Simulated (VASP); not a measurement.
Output of a VASP run:

### OSZICAR
```
       N       E                     dE             d eps       ncg     rms          rms(c)
DAV:   1     0.194765226917E+03    0.19477E+03   -0.16114E+04   372   0.156E+03
DAV:   2    -0.419177150094E+01   -0.19896E+03   -0.19167E+03   388   0.374E+02
DAV:   3    -0.126601905166E+02   -0.84684E+01   -0.84538E+01   365   0.870E+01
DAV:   4    -0.127036785121E+02   -0.43488E-01   -0.43483E-01   393   0.617E+00
DAV:   5    -0.127038422339E+02   -0.16372E-03   -0.16371E-03   348   0.337E-01    0.973E+00
DAV:   6    -0.108833188749E+02    0.18205E+01   -0.54698E+00   439   0.454E+01    0.693E+00
DAV:   7    -0.109258928608E+02   -0.42574E-01   -0.91997E-01   340   0.997E+00    0.400E+00
DAV:   8    -0.109158477413E+02    0.10045E-01   -0.18352E-01   357   0.421E+00    0.776E-01
DAV:   9    -0.109054660000E+02    0.10382E-01   -0.45794E-02   394   0.251E+00    0.104E-01
DAV:  10    -0.109060120283E+02   -0.54603E-03   -0.34161E-03   341   0.763E-01    0.126E-01
DAV:  11    -0.109061090052E+02   -0.96977E-04   -0.22638E-04   379   0.185E-01    0.519E-02
DAV:  12    -0.109061415821E+02   -0.32577E-04   -0.10763E-04   341   0.947E-02    0.166E-02
DAV:  13    -0.109061434837E+02   -0.19016E-05   -0.58401E-06   379   0.217E-02    0.673E-03
DAV:  14    -0.109061434287E+02    0.54953E-07   -0.15282E-06   267   0.186E-02
   1 F= -.10906143E+02 E0= -.10906143E+02  d E =-.565988E-15
```

### OUTCAR
```
------------------------ aborting loop because EDIFF is reached ----------------------------------------
  FORCE on cell =-STRESS in cart. coord.  units (eV):
  Direction    XX          YY          ZZ          XY          YZ          ZX
  --------------------------------------------------------------------------------------
  Total       -0.0809670     -0.0809670     -0.0809670     -0.0000000     -0.0000000     -0.0000000
  in kB       -3.1225678     -3.1225678     -3.1225678     -0.0000000     -0.0000000     -0.0000000
  external PRESSURE =      -3.1225678 kB  Pullay stress =       0.0000000 kB
  volume of cell :       41.54
      direct lattice vectors                 reciprocal lattice vectors
     0.000000000  2.748900000  2.748900000    -0.181890938  0.181890938  0.181890938
     2.748900000  0.000000000  2.748900000     0.181890938 -0.181890938  0.181890938
     2.748900000  2.748900000  0.000000000     0.181890938  0.181890938 -0.181890938
 POSITION                                       TOTAL-FORCE (eV/Angst)
 -----------------------------------------------------------------------------------
      0.00000      0.00000      0.00000        -0.000000      0.000000     -0.000000
      1.37445      1.37445      1.37445        -0.000000     -0.000000     -0.000000
      4.12335      4.12335      4.12335         0.000000      0.000000      0.000000
 -----------------------------------------------------------------------------------
    total drift:                                0.000000     -0.000000      0.000000
  FREE ENERGIE OF THE ION-ELECTRON SYSTEM (eV)
  ---------------------------------------------------
  free  energy   TOTEN  =       -10.9061434287 eV

  energy  without entropy=      -10.9061434287  energy(sigma->0) =      -10.90614343
```
(Selected blocks of OUTCAR.)

File POSCAR:
```
CdF2
1
    0.0000000000     2.7489000000     2.7489000000
    2.7489000000     0.0000000000     2.7489000000
    2.7489000000     2.7489000000     0.0000000000
Cd F
1 2
Direct
  0.0000000000   0.0000000000   0.0000000000
  0.2500000000   0.2500000000   0.2500000000
  0.7500000000   0.7500000000   0.7500000000
```

Problem. Write an INCAR and KPOINTS that could have produced this output.

Solution. Several could match; the one computed here: the input of the run itself, PBE GGA, plane waves, VASP's PBE PAW potentials (set 64).

**KPOINTS**
```
Automatic mesh
0
Gamma
5 5 5
0 0 0
```

### INCAR
```
# general
SYSTEM  = CdF2
PREC    = Accurate
ENCUT   = 520
LREAL   = .FALSE.
LASPH   = .TRUE.

# electronic loop
EDIFF   = 1E-6
NELM    = 100
ALGO    = Normal
LMAXMIX = 4

# smearing
ISMEAR  = 0
SIGMA   = 0.05

# functional
GGA     = PE

# ions
ISIF    = 2

# output
LWAVE   = .FALSE.
LCHARG  = .FALSE.
```

POTCAR, in this order: Cd F (PBE.64 set). Program: vasp_std.

The compound is CdF2 in the fluorite structure. The cell was not relaxed at this level.
